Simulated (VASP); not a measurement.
An input for Ansatz (written as the equivalent of a VASP run, and not itself run):

Ansatz 0.2 input:
```yaml
crystal:
  lattice:
    - [-2.9135248, 2.9135248, 1.5800953]
    - [2.9135248, -2.9135248, 1.5800953]
    - [2.9135248, 2.9135248, -1.5800953]
  atoms:
    - { symbol: Sn, position: [0.2500000, 0.7500000, 0.5000000] }
    - { symbol: Sn, position: [0.0000000, 0.0000000, 0.0000000] }
kpoints:
  mp_grid: { grid: [12, 12, 12] }
hamiltonian:
  xc: pbesol
  pseudopotentials: { kind: paw }
scf:
  occupations: { method: methfessel_paxton, width: 0.1 }
  max_iter: 100
output: { forces: true, stress: true, eigenvalues: true }
```

Question: Write the VASP files for the same calculation (PBEsol).

Answer: Several could match; the one computed here: 
POSCAR:
```
Sn
1
   -2.9135247591     2.9135247591     1.5800952641
    2.9135247591    -2.9135247591     1.5800952641
    2.9135247591     2.9135247591    -1.5800952641
Sn
2
Direct
  0.2500000000   0.7500000000   0.5000000000
  0.0000000000   0.0000000000   0.0000000000
```

### KPOINTS
```
Automatic
0
G
12 12 12
0 0 0
```

### INCAR
```
SYSTEM = Sn
PREC = Accurate; ENCUT = 480; LREAL = .False.
LASPH = .True.
EDIFF = 1E-7; NELM = 100; ALGO = Normal
LMAXMIX = 4
ISMEAR = 1; SIGMA = 0.1
GGA = PS
ISIF = 2
LWAVE = .False.; LCHARG = .False.
```

POTCAR, in this order: Sn_d (PBE.64 set). Program: vasp_std.

What does not carry over: each code has its own PAW files, so the cut-off isn't converted (ENCUT is set for VASP's; basis.ecutwfc is left out, and Ansatz then takes the one that its files recommend); Ansatz stops its SCF on the density residual and VASP on the energy change (EDIFF).

The compound is Sn in the beta structure. It was relaxed first.
